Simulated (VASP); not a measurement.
All values below come from LDA (Ceperley-Alder, Perdew-Zunger), VASP's LDA PAW potentials (set 64) (plane waves; VASP 6.6.1).

The input files of a VASP run:

**INCAR**
```
SYSTEM = Pt
PREC = Accurate
ENCUT = 400
EDIFF = 1E-7
NELM = 100
ALGO = Normal
LREAL = .FALSE.
LASPH = .TRUE.
ISMEAR = 0
SIGMA = 0.05
LMAXMIX = 6
LWAVE = .FALSE.
LCHARG = .FALSE.
LORBIT = 11
ICHARG = 11
```

**KPOINTS**
```
k-points along high-symmetry lines
10
Line-mode
Reciprocal
  0.000000   0.000000   0.000000 ! GAMMA
  0.500000   0.000000   0.000000 ! M

  0.500000   0.000000   0.000000 ! M
  0.333333   0.333333   0.000000 ! K

  0.333333   0.333333   0.000000 ! K
  0.000000   0.000000   0.000000 ! GAMMA

  0.000000   0.000000   0.000000 ! GAMMA
  0.000000   0.000000   0.500000 ! A

  0.000000   0.000000   0.500000 ! A
  0.500000   0.000000   0.500000 ! L

  0.500000   0.000000   0.500000 ! L
  0.333333   0.333333   0.500000 ! H

  0.333333   0.333333   0.500000 ! H
  0.000000   0.000000   0.500000 ! A

  0.500000   0.000000   0.500000 ! L
  0.500000   0.000000   0.000000 ! M

  0.333333   0.333333   0.500000 ! H
  0.333333   0.333333   0.000000 ! K
```

File POSCAR:
```
Pt
9.3413210
  0.2903550631   0.0000000000   0.0000000000
 -0.1451775316   0.2514548252   0.0000000000
  0.0000000000   0.0000000000   0.4999999784
Pt
2
Direct
  0.6666670000   0.3333330000   0.7500000000
  0.3333330000   0.6666670000   0.2500000000
```

POTCAR, in this order: Pt (LDA.64 set). Program: vasp_std. Read from the step before: CHGCAR.

Output of the run:

OUTCAR:
```
 ion  position               nearest neighbor table
   1  0.667  0.333  0.750-   2 2.81   2 2.81   2 2.81   2 2.81   2 2.81   2 2.81
   2  0.333  0.667  0.250-   1 2.81   1 2.81   1 2.81   1 2.81   1 2.81   1 2.81
  LATTYP: Found a hexagonal cell.
 ALAT       =     2.7122998488
 C/A-ratio  =     1.7220294799
 Subroutine PRICEL returns:
 Original cell was already a primitive cell.
 Subroutine GETGRP returns: Found 24 space group operations
The static configuration has the point symmetry D_3d.
 The point group associated with its full space group is D_6h.
The dynamic configuration has the point symmetry D_3d.
 Subroutine INISYM returns: Found 24 space group operations
   k-points           NKPTS =     90   k-points in BZ     NKDIM =     90   number of bands    NBANDS=     14
   number of dos      NEDOS =    301   number of ions     NIONS =      2
   total plane-waves  NPLWV =   9720
   dimension x,y,z NGX =    18 NGY =   18 NGZ =   30
   dimension x,y,z NGXF=    36 NGYF=   36 NGZF=   60
   ions per type =               2
   PREC   = accura    normal or accurate (medium, high low for compatibility)
   ISTART =      0    job   : 0-new  1-cont  2-samecut
   ICHARG =     11    charge: 1-file 2-atom 10-const
   ISPIN  =      1    spin polarized calculation?
   LNONCOLLINEAR =      F non collinear calculations
   LSORBIT =      F    spin-orbit coupling
   INIWAV =      1    electr: 0-lowe 1-rand  2-diag
   ENCUT  =  400.0 eV  29.40 Ry    5.42 a.u.   4.42  4.42  7.62*2*pi/ulx,y,z
   NELM   =    100;   NELMIN=  2; NELMDL= -5     # of ELM steps
   EDIFF  = 0.1E-06   stopping-criterion for ELM
   LREAL  =      F    real-space projection
   NLSPLINE    = F    spline interpolate recip. space projectors
   LMAXMIX     =    6 max onsite mixed and CHGCAR
   VOSKOWN=      0    Vosko Wilk Nusair interpolation
   EDIFFG = 0.1E-05   stopping-criterion for IOM
   NSW    =      0    number of steps for IOM
   NBLOCK =      1;   KBLOCK =      1    inner block; outer block
   IBRION =     -1    ionic relax: 0-MD 1-quasi-New 2-CG
   NFREE  =      0    steps in history (QN), initial steepest desc. (CG)
   ISIF   =      2    stress and relaxation
   ISYM   =      2    0-nonsym 1-usesym 2-fastsym
   TEIN   =    0.0    initial temperature
   TEBEG  =    0.0;   TEEND  =   0.0 temperature during run
   SMASS  =  -3.00    Nose mass-parameter (am)
   PSTRESS=    0.0 pullay stress
   NELECT =      20.0000    total number of electrons
   EFERMI =   0.00;   METHOD = LEGACY
   ISMEAR =     0;   SIGMA  =   0.05  broadening in eV -4-tet -1-fermi 0-gaus
   IALGO  =     38    algorithm
   LDIAG  =      T    sub-space diagonalisation (order eigenvalues)
   IMIX   =      4    mixing-type and parameters
     AMIX     =   0.40;   BMIX     =  1.00
     AMIX_MAG =   1.60;   BMIX_MAG =  1.00
     AMIN     =   0.10
   GGA     = CA    functional components
   VOSKOWN =     0    Vosko Wilk Nusair interpolation
   LHFCALC =     F    Hartree Fock is set to
   LHFONE  =     F    Hartree Fock one center treatment
   AEXX    =    0.0000 exact exchange contribution
   IVDW    =     0    specifies the selected vdW correction
   LEPSILON=     F    determine dielectric tensor
   LRPA    =     F    only Hartree local field effects (RPA)
  energy-cutoff  :      400.00
  volume of cell :       29.76
      direct lattice vectors                 reciprocal lattice vectors
     2.712299849  0.000000000  0.000000000     0.368690800  0.212863763  0.000000000
    -1.356149924  2.348920239  0.000000000     0.000000000  0.425727525  0.000000000
     0.000000000  0.000000000  4.670660298     0.000000000  0.000000000  0.214102490
 k-point     1 :   0.0000 0.0000 0.0000  plane waves:     549
 k-point     2 :   0.0556 0.0000 0.0000  plane waves:     549
 k-point     3 :   0.1111 0.0000 0.0000  plane waves:     547
 k-point     4 :   0.1667 0.0000 0.0000  plane waves:     547
 k-point     5 :   0.2222 0.0000 0.0000  plane waves:     546
 k-point     6 :   0.2778 0.0000 0.0000  plane waves:     542
 k-point     7 :   0.3333 0.0000 0.0000  plane waves:     538
 k-point     8 :   0.3889 0.0000 0.0000  plane waves:     542
...
```

### OSZICAR
```
       N       E                     dE             d eps       ncg     rms          rms(c)
DAV:   1     0.864534529748E+02    0.86453E+02   -0.92684E+03  2520   0.112E+03
DAV:   2    -0.135832057872E+02   -0.10004E+03   -0.95675E+02  2910   0.248E+02
DAV:   3    -0.149647240941E+02   -0.13815E+01   -0.13628E+01  3000   0.310E+01
DAV:   4    -0.149720694235E+02   -0.73453E-02   -0.73437E-02  2958   0.231E+00
DAV:   5    -0.149721549296E+02   -0.85506E-04   -0.85504E-04  2988   0.255E-01
DAV:   6    -0.149721562163E+02   -0.12867E-05   -0.12883E-05  3050   0.306E-02
DAV:   7    -0.149721562369E+02   -0.20635E-07   -0.20381E-07  2810   0.400E-03
   1 F= -.14972156E+02 E0= -.14970418E+02  d E =-.347733E-02
```

### OUTCAR
```
 val. band max:       11.3427994710   @ k =   0.4259   0.1481   0.0000

 cond. band min:      11.3651810687   @ k =   0.2222   0.0000   0.0000



 k-point     1 :       0.0000    0.0000    0.0000
  band No.  band energies     occupation
      1       1.0029      2.00000
      2       3.7160      2.00000
      3       7.0713      2.00000
      4       7.5999      2.00000
      5       7.5999      2.00000
      6       8.0202      2.00000
      7       8.0202      2.00000
      8       9.3381      2.00000
      9       9.3381      2.00000
     10      10.4403      2.00000
     11      11.1446      2.00000
     12      11.1446      2.00000
     13      16.5468      0.00000
     14      26.3345      0.00000

 k-point     2 :       0.0556    0.0000    0.0000
  band No.  band energies     occupation
      1       1.1213      2.00000
      2       3.8256      2.00000
      3       7.0551      2.00000
      4       7.5974      2.00000
      5       7.6930      2.00000
      6       7.9584      2.00000
      7       8.1089      2.00000
      8       9.1980      2.00000
      9       9.2752      2.00000
     10       9.7411      2.00000
     11      11.1709      2.00000
     12      12.0015      0.00000
     13      16.5320      0.00000
     14      26.5256      0.00000

 k-point     3 :       0.1111    0.0000    0.0000
  band No.  band energies     occupation
      1       1.4673      2.00000
      2       4.1345      2.00000
      3       6.9487      2.00000
      4       7.6287      2.00000
      5       7.8454      2.00000
      6       7.9681      2.00000
      7       8.3701      2.00000
      8       8.5377      2.00000
      9       9.1069      2.00000
     10       9.2593      2.00000
     11      11.2345      1.99910
     12      13.2068      0.00000
     13      16.4896      0.00000
     14      26.9627      0.00000

 k-point     4 :       0.1667    0.0000    0.0000
  band No.  band energies     occupation
      1       2.0103      2.00000
...
```

The density is held fixed in this step, so its total energy and stress have no physical meaning. Unless said otherwise, spin-orbit coupling is left out, though it shifts the bands of the heavy elements here.

The structure comes from a computed database's Pt entry (P6_3/mmc); how it stands against other phases isn't given here. It was relaxed first, which changed the volume by -6 %.
